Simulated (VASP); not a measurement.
These are r2SCAN meta-GGA, VASP's PBE PAW potentials (set 64) (plane waves; VASP) values and carry that method's errors.

Gaps are without spin-orbit coupling.

Order these relaxed crystals by band gap, smallest first: Cd4TeSe3, Pmm2 (25); KMgH3, Pm-3m (221); CdTe, F-43m (216); SiO2, P6_222 (180).

Cd4TeSe3, Pmm2 (25) (0.85 eV), CdTe, F-43m (216) (1.17 eV), KMgH3, Pm-3m (221) (3.19 eV), SiO2, P6_222 (180) (6.29 eV)
